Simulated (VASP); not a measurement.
Method: PBEsol GGA, VASP's PBE PAW potentials (set 64) (plane waves; VASP).

Input for VASP

**INCAR**
```
# general
SYSTEM   =  Se
PREC     =  Accurate
ENCUT    =  400
LREAL    =  .FALSE.
LASPH    =  .TRUE.
ICHARG   =  11

# electronic loop
EDIFF    =  1E-7
NELM     =  100
ALGO     =  Normal
LMAXMIX  =  4

# smearing
ISMEAR   =  0
SIGMA    =  0.05

# functional
GGA      =  PS

# output
LWAVE    =  .FALSE.
LCHARG   =  .FALSE.
LORBIT   =  11
```

File POSCAR:
```
Se
1
    5.3540536481     3.0911645991     1.5319361334
   -5.3540542090     3.0911636275     1.5319361334
    0.0000005609    -6.1823291221     1.5319360309
Se
6
Direct
  0.8330701241   0.6986791454   0.0920380858
  0.1669298759   0.3013208546   0.9079619142
  0.0920380857   0.8330701240   0.6986791452
  0.9079619143   0.1669298760   0.3013208548
  0.6986791453   0.0920380857   0.8330701240
  0.3013208547   0.9079619143   0.1669298760
```

KPOINTS:
```
k-points along high-symmetry lines
18
Line-mode
Reciprocal
  0.000000   0.000000   0.000000 ! GAMMA
  0.500000   0.000000   0.000000 ! L

  0.500000   0.000000   0.000000 ! L
  0.500000  -0.500000   0.500000 ! T

  0.500000  -0.500000   0.500000 ! T
  0.207350  -0.792650   0.207350 ! P_0

  0.207350   0.207350   0.207350 ! P_2
  0.000000   0.000000   0.000000 ! GAMMA

  0.000000   0.000000   0.000000 ! GAMMA
  0.500000  -0.500000   0.000000 ! F
```

POTCAR, in this order: Se (PBE.64 set). Program: vasp_std. Read from the step before: CHGCAR.

Output

**OUTCAR**
```
 ion  position               nearest neighbor table
   1  0.833  0.699  0.092-   6 2.43   4 2.43
   2  0.167  0.301  0.908-   5 2.43   3 2.43
   3  0.092  0.833  0.699-   2 2.43   6 2.43
   4  0.908  0.167  0.301-   1 2.43   5 2.43
   5  0.699  0.092  0.833-   2 2.43   4 2.43
   6  0.301  0.908  0.167-   1 2.43   3 2.43
  LATTYP: Found a trigonal (rhomboedric) cell.
 ALAT       =     6.3693030527
 COS(alpha) =    -0.4132261328
 Subroutine PRICEL returns:
 Original cell was already a primitive cell.
 Subroutine GETGRP returns: Found  6 space group operations
The static configuration has the point symmetry S_6 .
The dynamic configuration has the point symmetry S_6 .
 Subroutine INISYM returns: Found  6 space group operations
   k-points           NKPTS =     90   k-points in BZ     NKDIM =     90   number of bands    NBANDS=     22
   number of dos      NEDOS =    301   number of ions     NIONS =      6
   total plane-waves  NPLWV =  74088
   dimension x,y,z NGX =    42 NGY =   42 NGZ =   42
   dimension x,y,z NGXF=    84 NGYF=   84 NGZF=   84
   ions per type =               6
   PREC   = accura    normal or accurate (medium, high low for compatibility)
   ISTART =      0    job   : 0-new  1-cont  2-samecut
   ICHARG =     11    charge: 1-file 2-atom 10-const
   ISPIN  =      1    spin polarized calculation?
   LNONCOLLINEAR =      F non collinear calculations
   LSORBIT =      F    spin-orbit coupling
   INIWAV =      1    electr: 0-lowe 1-rand  2-diag
   ENCUT  =  400.0 eV  29.40 Ry    5.42 a.u.  10.39 10.39 10.39*2*pi/ulx,y,z
   NELM   =    100;   NELMIN=  2; NELMDL= -5     # of ELM steps
   EDIFF  = 0.1E-06   stopping-criterion for ELM
   LREAL  =      F    real-space projection
   NLSPLINE    = F    spline interpolate recip. space projectors
   LMAXMIX     =    4 max onsite mixed and CHGCAR
   VOSKOWN=      0    Vosko Wilk Nusair interpolation
   EDIFFG = 0.1E-05   stopping-criterion for IOM
   NSW    =      0    number of steps for IOM
   NBLOCK =      1;   KBLOCK =      1    inner block; outer block
   IBRION =     -1    ionic relax: 0-MD 1-quasi-New 2-CG
   NFREE  =      0    steps in history (QN), initial steepest desc. (CG)
   ISIF   =      2    stress and relaxation
   ISYM   =      2    0-nonsym 1-usesym 2-fastsym
   TEIN   =    0.0    initial temperature
   TEBEG  =    0.0;   TEEND  =   0.0 temperature during run
   SMASS  =  -3.00    Nose mass-parameter (am)
   PSTRESS=    0.0 pullay stress
   NELECT =      36.0000    total number of electrons
   EFERMI =   0.00;   METHOD = LEGACY
   ISMEAR =     0;   SIGMA  =   0.05  broadening in eV -4-tet -1-fermi 0-gaus
   IALGO  =     38    algorithm
   LDIAG  =      T    sub-space diagonalisation (order eigenvalues)
   IMIX   =      4    mixing-type and parameters
     AMIX     =   0.40;   BMIX     =  1.00
     AMIX_MAG =   1.60;   BMIX_MAG =  1.00
     AMIN     =   0.10
   GGA     = PS    functional components
   VOSKOWN =     0    Vosko Wilk Nusair interpolation
   LHFCALC =     F    Hartree Fock is set to
   LHFONE  =     F    Hartree Fock one center treatment
   AEXX    =    0.0000 exact exchange contribution
   IVDW    =     0    specifies the selected vdW correction
   LEPSILON=     F    determine dielectric tensor
   LRPA    =     F    only Hartree local field effects (RPA)
  energy-cutoff  :      400.00
  volume of cell :      152.12
      direct lattice vectors                 reciprocal lattice vectors
     5.354053648  3.091164599  1.531936133     0.093387175  0.053917121  0.217589591
    -5.354054209  3.091163627  1.531936133    -0.093387185  0.053917104  0.217589591
     0.000000561 -6.182329122  1.531936031     0.000000010 -0.107834232  0.217589560
 k-point     1 :   0.0000 0.0000 0.0000  plane waves:    2795
 k-point     2 :   0.0294 0.0000 0.0000  plane waves:    2784
 k-point     3 :   0.0588 0.0000 0.0000  plane waves:    2783
 k-point     4 :   0.0882 0.0000 0.0000  plane waves:    2771
 k-point     5 :   0.1176 0.0000 0.0000  plane waves:    2770
...
```

File OSZICAR:
```
       N       E                     dE             d eps       ncg     rms          rms(c)
DAV:   1     0.185030165035E+03    0.18503E+03   -0.13113E+04  3960   0.113E+03
DAV:   2    -0.739141930869E+01   -0.19242E+03   -0.18880E+03  5492   0.203E+02
DAV:   3    -0.221953246877E+02   -0.14804E+02   -0.14658E+02  4824   0.629E+01
DAV:   4    -0.224897147591E+02   -0.29439E+00   -0.29290E+00  5478   0.893E+00
DAV:   5    -0.224946816810E+02   -0.49669E-02   -0.49621E-02  5130   0.106E+00
DAV:   6    -0.224948368746E+02   -0.15519E-03   -0.15515E-03  5510   0.145E-01
DAV:   7    -0.224948392950E+02   -0.24205E-05   -0.24203E-05  5320   0.195E-02
DAV:   8    -0.224948393536E+02   -0.58548E-07   -0.58525E-07  4464   0.225E-03
   1 F= -.22494839E+02 E0= -.22494839E+02  d E =-.348038E-15
```

OUTCAR:
```
 val. band max:        2.9919857960   @ k =   0.5000   0.0000   0.0000

 cond. band min:       4.0207601045   @ k =   0.1342   0.1342   0.1342



 k-point     1 :       0.0000    0.0000    0.0000
  band No.  band energies     occupation
      1     -12.8393      2.00000
      2     -10.6005      2.00000
      3     -10.6005      2.00000
      4      -8.9463      2.00000
      5      -8.9463      2.00000
      6      -8.0172      2.00000
      7      -2.8879      2.00000
      8      -1.8465      2.00000
      9      -1.8465      2.00000
     10      -1.5912      2.00000
     11      -0.1401      2.00000
     12      -0.1401      2.00000
     13       1.1469      2.00000
     14       1.3933      2.00000
     15       1.9660      2.00000
     16       1.9660      2.00000
     17       2.4728      2.00000
     18       2.4728      2.00000
     19       5.0658      0.00000
     20       5.0660      0.00000
     21       5.3405      0.00000
     22       5.4925      0.00000

 k-point     2 :       0.0294    0.0000    0.0000
  band No.  band energies     occupation
      1     -12.8358      2.00000
      2     -10.6059      2.00000
      3     -10.6017      2.00000
      4      -8.9499      2.00000
      5      -8.9404      2.00000
      6      -8.0138      2.00000
      7      -2.8858      2.00000
      8      -1.8659      2.00000
      9      -1.8527      2.00000
     10      -1.5920      2.00000
     11      -0.1401      2.00000
     12      -0.1262      2.00000
     13       1.1181      2.00000
     14       1.4255      2.00000
     15       1.9354      2.00000
     16       1.9620      2.00000
     17       2.4821      2.00000
     18       2.5107      2.00000
     19       4.9980      0.00000
     20       5.0600      0.00000
     21       5.3198      0.00000
     22       5.5261      0.00000

 k-point     3 :       0.0588    0.0000    0.0000
  band No.  band energies     occupation
      1     -12.8252      2.00000
      2     -10.6218      2.00000
...
```

The density is held fixed in this step, so its total energy and stress have no physical meaning.

The structure comes from a computed database's Se entry (R-3); how it stands against other phases isn't given here. It was relaxed first, which changed the volume by -15 %.
